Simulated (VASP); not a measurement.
Level of theory: revTPSS meta-GGA, VASP's PBE PAW potentials (set 64) (plane waves; VASP).

VASP input:

**KPOINTS_OPT**
```
k-points along high-symmetry lines
10
Line-mode
Reciprocal
  0.000000   0.000000   0.000000 ! GAMMA
  0.500000  -0.500000   0.500000 ! H

  0.500000  -0.500000   0.500000 ! H
  0.000000  -0.000000   0.500000 ! N

  0.000000  -0.000000   0.500000 ! N
  0.000000   0.000000   0.000000 ! GAMMA

  0.000000   0.000000   0.000000 ! GAMMA
  0.250000   0.250000   0.250000 ! P

  0.250000   0.250000   0.250000 ! P
  0.500000  -0.500000   0.500000 ! H

  0.250000   0.250000   0.250000 ! P
  0.000000  -0.000000   0.500000 ! N
```

### INCAR
```
SYSTEM = Fe
PREC = Accurate
ENCUT = 520
EDIFF = 1E-7
NELM = 100
ALGO = Normal
LREAL = .FALSE.
LASPH = .TRUE.
ISMEAR = -5
METAGGA = RTPSS
LMIXTAU = .TRUE.
LMAXMIX = 4
ISPIN = 2
MAGMOM = 2.1
LORBIT = 11
LWAVE = .FALSE.
LCHARG = .FALSE.
NEDOS = 601
ISIF = 2
```

### KPOINTS
```
K-points
0
G
20 20 20
```

**POSCAR**
```
Fe
1.0
 -1.3981500633   1.3981500633   1.3981500633
  1.3981500633  -1.3981500633   1.3981500633
  1.3981500633   1.3981500633  -1.3981500633
Fe
1
Cart
  0.0000000000   0.0000000000   0.0000000000
```

POTCAR, in this order: Fe (PBE.64 set). Program: vasp_std.

Output

### OUTCAR
```
 ion  position               nearest neighbor table
   1  0.000  0.000  0.000-
  LATTYP: Found a body centered cubic cell.
 ALAT       =     2.7963001266
 Subroutine PRICEL returns:
 Original cell was already a primitive cell.
 Subroutine GETGRP returns: Found 48 space group operations
The static configuration has the point symmetry O_h .
The dynamic configuration has the point symmetry O_h .
The overall configuration has the point symmetry O_h .
 Subroutine INISYM returns: Found 48 space group operations
 Subroutine IBZKPT returns following result:
 Found    256 irreducible k-points:

 Following reciprocal coordinates:
            Coordinates               Weight
  0.000000  0.000000  0.000000      1.000000
  0.050000  0.000000  0.000000     12.000000
  0.100000  0.000000  0.000000     12.000000
  0.150000  0.000000  0.000000     12.000000
  0.200000  0.000000  0.000000     12.000000
  0.250000  0.000000  0.000000     12.000000
  0.300000  0.000000  0.000000     12.000000
  0.350000  0.000000  0.000000     12.000000
  0.400000  0.000000  0.000000     12.000000
...
```

### OSZICAR
```
       N       E                     dE             d eps       ncg     rms          rms(c)
DAV:   1     0.278364271055E+02    0.27836E+02   -0.47384E+03  9481   0.127E+03
DAV:   2     0.178185022117E+01   -0.26055E+02   -0.24822E+02  9317   0.148E+02
DAV:   3     0.118584551751E+01   -0.59600E+00   -0.59505E+00 10364   0.322E+01
DAV:   4     0.118196881201E+01   -0.38767E-02   -0.38788E-02  9884   0.240E+00
DAV:   5     0.118192900884E+01   -0.39803E-04   -0.39828E-04  9942   0.232E-01    0.120E+01
DAV:   6    -0.608484385955E+01   -0.72668E+01   -0.43607E+00  9316   0.239E+01    0.814E+00
DAV:   7    -0.586933748432E+01    0.21551E+00   -0.49928E+00  9771   0.347E+01    0.813E+00
DAV:   8    -0.584612034578E+01    0.23217E-01   -0.22005E-02  9754   0.233E+00    0.320E+00
DAV:   9    -0.583120232013E+01    0.14918E-01   -0.32552E-01  9813   0.871E+00    0.975E-01
DAV:  10    -0.583111620129E+01    0.86119E-04   -0.36010E-02 10010   0.310E+00    0.332E-01
DAV:  11    -0.583137789940E+01   -0.26170E-03   -0.92298E-04 10373   0.459E-01    0.230E-01
DAV:  12    -0.583128210089E+01    0.95799E-04   -0.72937E-04 10098   0.380E-01    0.104E-01
DAV:  13    -0.583126750048E+01    0.14600E-04   -0.18256E-04 10105   0.190E-01    0.368E-02
DAV:  14    -0.583127662536E+01   -0.91249E-05   -0.74284E-05  9835   0.125E-01    0.206E-02
DAV:  15    -0.583126840865E+01    0.82167E-05   -0.23879E-05  9768   0.775E-02    0.353E-03
DAV:  16    -0.583126896079E+01   -0.55214E-06   -0.22336E-07  5314   0.696E-03    0.754E-04
DAV:  17    -0.583126914182E+01   -0.18103E-06   -0.15516E-08  4660   0.149E-03    0.367E-04
DAV:  18    -0.583126907177E+01    0.70054E-07   -0.37877E-09  4638   0.104E-03
   1 F= -.58312691E+01 E0= -.58312691E+01  d E =0.000000E+00  mag=     2.1704
       N       E                     dE             ncg
```

**OUTCAR**
```
------------------------ aborting loop because EDIFF is reached ----------------------------------------
  FORCE on cell =-STRESS in cart. coord.  units (eV):
  Direction    XX          YY          ZZ          XY          YZ          ZX
  --------------------------------------------------------------------------------------
  Total       -0.0167008     -0.0167008     -0.0167008      0.0000000      0.0000000     -0.0000000
  in kB       -2.4475160     -2.4475160     -2.4475160      0.0000000      0.0000000     -0.0000000
  external PRESSURE =      -2.4475160 kB  Pullay stress =       0.0000000 kB
  volume of cell :       10.93
      direct lattice vectors                 reciprocal lattice vectors
    -1.398150063  1.398150063  1.398150063     0.000000000  0.357615404  0.357615404
     1.398150063 -1.398150063  1.398150063     0.357615404  0.000000000  0.357615404
     1.398150063  1.398150063 -1.398150063     0.357615404  0.357615404  0.000000000
 POSITION                                       TOTAL-FORCE (eV/Angst)
 -----------------------------------------------------------------------------------
      0.00000      0.00000      0.00000         0.000000      0.000000      0.000000
 -----------------------------------------------------------------------------------
    total drift:                               -0.000000     -0.000000     -0.000000
  FREE ENERGIE OF THE ION-ELECTRON SYSTEM (eV)
  ---------------------------------------------------
  free  energy   TOTEN  =        -5.8312690718 eV

  energy  without entropy=       -5.8312690718  energy(sigma->0) =       -5.83126907

 total charge

# of ion       s       p       d       tot
------------------------------------------
    1        0.503   0.588   6.229   7.320

 magnetization (x)

# of ion       s       p       d       tot
------------------------------------------
    1       -0.022  -0.067   2.224   2.135
```
(Selected blocks of OUTCAR.)

For a metal the tetrahedron method with Blöchl corrections gives inexact stress and forces.

The compound is Fe in the bcc structure. It was relaxed first, which changed the volume by -8 %.
